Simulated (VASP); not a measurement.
Data:

```
CELL_PARAMETERS angstrom
      2.90067     0.00000     0.00000
      0.00000     2.90067     0.00000
      0.00000     0.00000     2.90067
ATOMIC_POSITIONS crystal
  Zn 0.50000 0.50000 0.50000
  Cu 0.00000 0.00000 0.00000
```

Calculation: MS2 meta-GGA, VASP's PBE PAW potentials (set 64) (plane waves; VASP). Numerical set-up: 520 eV cut-off, 14×14×14 Γ-centred mesh, tetrahedra with Blöchl corrections, potentials Zn Cu.

### Question
Give the energies of bands 4 to 14 at the high-symmetry points, in eV from the Fermi level.

### Answer

```csv
band,Γ,X,M,R
4,-7.21,-7.39,-7.51,-6.92
5,-7.21,-7.12,-6.94,-6.92
6,-7.21,-6.46,-4.80,-4.50
7,-3.75,-5.27,-3.52,-4.50
8,-3.75,-3.90,-2.94,-4.50
9,-2.79,-3.40,-2.94,-2.58
10,-2.79,-3.40,-2.60,-2.58
11,-2.79,-2.88,-2.09,4.31
12,6.42,-2.08,-2.09,4.43
13,6.42,12.26,2.03,4.43
14,6.42,12.26,2.31,4.43
```

It has no gap at this level: it comes out as a metal or semimetal.

The compound is CuZn in the CsCl type structure. It was relaxed first. The electron count is odd and the run is not spin-polarised, which forces a metal.
